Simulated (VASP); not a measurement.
Set up this calculation in VASP 6.6.1, as the native input.

```
Task                   : single point
Functional             : r2SCAN
Potentials or basis    : VASP PAW PBE potentials, release 64 (Te, Mo_sv)
Cutoff                 : 520 eV
k mesh                 : 9 × 9 × 2
Occupations            : gaussian, width 0.02 eV
Spin                   : no spin polarisation
Dipole correction      : no
Further INCAR settings : ALGO = Normal; EDIFF = 1e-07; NBANDS = 35
```

Crystal: Te2Mo.

```
CELL_PARAMETERS angstrom
3.56565 0.00000 0.00000
-1.78283 3.08795 0.00000
0.00000 0.00000 14.64778
ATOMIC_POSITIONS crystal
Te 0.33333 0.66667 0.62782
Te 0.66667 0.33333 0.12782
Te 0.66667 0.33333 0.37218
Te 0.33333 0.66667 0.87218
Mo 0.33333 0.66667 0.25000
Mo 0.66667 0.33333 0.75000
```

The cell is a database's computed one.

The input as run:

POSCAR

```
Te2Mo
1.0
    3.5656545317     -0.0000002887      0.0000000000
   -1.7828270158      3.0879475499      0.0000000000
    0.0000000000      0.0000000000     14.6477790000
Te Mo
4 2
Direct
    0.3333333333      0.6666666667      0.6278230000
    0.6666666667      0.3333333333      0.1278230000
    0.6666666667      0.3333333333      0.3721770000
    0.3333333333      0.6666666667      0.8721770000
    0.3333333333      0.6666666667      0.2500000000
    0.6666666667      0.3333333333      0.7500000000
```

INCAR.step1

```
  PREC = Accurate
  ENCUT = 520
  ISMEAR = 0
  SIGMA = 0.02
  LREAL = False
  LASPH = True
  NELM = 100
  NBANDS = 35
  GGA = PE
  ALGO = Normal
  EDIFF = 1E-4
  LWAVE = True
  LCHARG = False
```

INCAR.step2

```
  PREC = Accurate
  ENCUT = 520
  EDIFF = 1E-7
  ISMEAR = 0
  SIGMA = 0.02
  LREAL = False
  LASPH = True
  NELM = 100
  ALGO = Normal
  ISIF = 2
  LWAVE = False
  LCHARG = True
  METAGGA = R2SCAN
  LMIXTAU = True
  LELF = True
  LVHAR = True
  NBANDS = 35
  ISTART = 1
```

KPOINTS

```
Automatic mesh
0
Gamma
  9 9 2
```

Potentials or basis: VASP PAW PBE potentials, release 64 (Te, Mo_sv).

Launch:

```console
$ cat potpaw_PBE.64/Te/POTCAR potpaw_PBE.64/Mo_sv/POTCAR > POTCAR
$ cp INCAR.step1 INCAR
$ mpirun -np 1 vasp_std > vasp.out
$ cp INCAR.step2 INCAR
$ mpirun -np 1 vasp_std > vasp.out
```

It gave:

The pressure is 0.0 GPa and the largest force is 0.008 eV/Å. The band gap on the k mesh is 1.03 eV, indirect (least direct gap 1.06 eV).

Caveat: the PAW data sets were made with another functional, which shifts forces and pressure a little; spin-orbit coupling is left out, which moves the levels of the heavy elements; an odd mesh through Γ misses points on the zone boundary, where band edges often lie.

Run time: 6.9 min on 1 thread of AMD EPYC 9R45 (Zen 5), with other jobs on the host, peak memory 0.34 GiB.
